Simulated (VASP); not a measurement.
```yaml
crystal:
  lattice:
    - [0.00000, 2.32000, 2.32000]
    - [2.32000, 0.00000, 2.32000]
    - [2.32000, 2.32000, 0.00000]
  atoms:
    - { symbol: Hf, position: [0.00000, 0.00000, 0.00000] }
    - { symbol: C, position: [0.50000, 0.50000, 0.50000] }
```

The base run (VASP): PBE GGA, plane waves, VASP's PBE PAW potentials (set 64). Numerical set-up: 520 eV cut-off, 12×12×12 Γ-centred mesh, first-order Methfessel-Paxton smearing of 0.10 eV, potentials Hf_pv C.

One setting is varied; ΔE counts from the base run. The base run took about 10 core-seconds. Times come from single runs on busy shared machines, so they are rough: good to a factor of about 2.

Pressures at a finite cut-off, here 520 eV, hold a Pulay part, which wasn't tested here.

| setting | cost over the base run | electronic steps | ΔE (meV/atom) | pressure (GPa) |
|---|---|---|---|---|
| PREC = Low | within a factor of 2 | 13 | -0.1 | 1.15 |
| PREC = Normal | within a factor of 2 | 13 | 0.0 | 1.15 |
| LASPH = .FALSE. | within a factor of 2 | 13 | 0.2 | 1.16 |
| PREC = Single | within a factor of 2 | 13 | -0.1 | 1.15 |
| base run | reference | 13 | 0.0 | 1.15 |
| ADDGRID = .TRUE. | within a factor of 2 | 13 | 0.0 | 1.15 |
| LREAL = Auto | within a factor of 2 | 13 | -0.3 | 1.21 |

Left out are runs that failed, have no time on record or changed the cell.

The compound is HfC in the rock salt structure. The cell was not relaxed at this level.
